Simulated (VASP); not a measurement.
OSZICAR of a VASP run on Ni3Al (L1_2):

**OSZICAR**
```
       N       E                     dE             d eps       ncg     rms          rms(c)
DAV:   1     0.183463384254E+03    0.18346E+03   -0.13777E+04  2948   0.189E+03
DAV:   2    -0.195501132437E+02   -0.20301E+03   -0.19452E+03  2940   0.350E+02
DAV:   3    -0.289790864981E+02   -0.94290E+01   -0.88154E+01  3186   0.103E+02
DAV:   4    -0.291426302425E+02   -0.16354E+00   -0.16308E+00  3392   0.123E+01
DAV:   5    -0.291482975219E+02   -0.56673E-02   -0.56666E-02  3577   0.215E+00    0.213E+01
DAV:   6    -0.297865623019E+02   -0.63826E+00   -0.73959E+01  3290   0.143E+02    0.215E+01
DAV:   7    -0.243405929840E+02    0.54460E+01   -0.21701E+01  3307   0.766E+01    0.257E+00
DAV:   8    -0.243114595983E+02    0.29133E-01   -0.45580E-01  3140   0.562E+00    0.152E+00
DAV:   9    -0.242873868729E+02    0.24073E-01   -0.44327E-02  3873   0.292E+00    0.626E-01
DAV:  10    -0.242874517588E+02   -0.64886E-04   -0.26989E-03  3584   0.643E-01    0.282E-01
DAV:  11    -0.242876634341E+02   -0.21168E-03   -0.21907E-03  3635   0.726E-01    0.840E-02
DAV:  12    -0.242876609570E+02    0.24771E-05   -0.28800E-04  3380   0.254E-01    0.431E-02
DAV:  13    -0.242876637958E+02   -0.28388E-05   -0.19454E-05  3774   0.542E-02    0.201E-02
DAV:  14    -0.242876630133E+02    0.78243E-06   -0.23463E-06  2300   0.217E-02
   1 F= -.24287663E+02 E0= -.24287064E+02  d E =-.242877E+02  mag=     0.7014
```

Task: Which electronic solver shows in the log?

Result: It is blocked Davidson (ALGO = Normal, or the opening steps of other solvers). The INCAR had ALGO = Normal.

Task: How was spin treated?

Result: Collinear spin (ISPIN = 2): the summary line carries one mag value, 0.70 μB in the cell.

Task: Can the final energy be trusted as converged?

Result: Self-consistency was reached. It stopped with EDIFF = 1E-6, NELM = 100, NSW = 60 and EDIFFG = -0.02 after 1 ionic step (PBEsol GGA, plane waves, VASP's PBE PAW potentials (set 64)).

The compound is Ni3Al in the L1_2 structure. It was relaxed first. The start is the result of an earlier pass.
